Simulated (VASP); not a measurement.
Here is a VASP 6.6.1 calculation.

The input INCAR:

```
SYSTEM = MgTi2N2
PREC = Normal
ENCUT = 520
EDIFF = 1E-4
ISMEAR = 0
SIGMA = 0.15
LREAL = .False.
LASPH = .True.
NELM = 60
ALGO = Fast
ISIF = 3
LWAVE = .False.
LCHARG = .False.
GGA = PE
IBRION = 2
NSW = 24
EDIFFG = -0.08
```

KPOINTS

```
Automatic mesh
0
Gamma
  6 6 6
  0 0 0
```

Contents of POSCAR:

```
MgTi2N2
1.0
   -1.5250000000      1.5250000000      6.7500000000
    1.5250000000     -1.5250000000      6.7500000000
    1.5250000000      1.5250000000     -6.7500000000
Mg Ti N
1 2 2
Direct
    0.0000000000      0.0000000000      0.0000000000
    0.6750000000      0.6750000000      0.0000000000
    0.3250000000      0.3250000000      0.0000000000
    0.8400000000      0.8400000000      0.0000000000
    0.1600000000      0.1600000000      0.0000000000
```

Potentials or basis: VASP PAW PBE potentials, release 64 (Mg, Ti_sv, N).

The run is started by

```sh
$ cat potpaw_PBE.64/Mg/POTCAR potpaw_PBE.64/Ti_sv/POTCAR potpaw_PBE.64/N/POTCAR > POTCAR
$ mpirun -np 1 vasp_std > vasp.out
```

(1) Estimate the relaxed cell.

(2) Predict the space group after relaxing (to 0.05 Å).

Results:

(1) a = 6.857 Å, b = 6.857 Å, c = 6.857 Å, α = 154.73°, β = 154.73°, γ = 36.05°.

(2) I4/mmm (No. 139).

Caveat: the k mesh is coarse (spacing up to 0.49 Å⁻¹), so the values aren't converged.
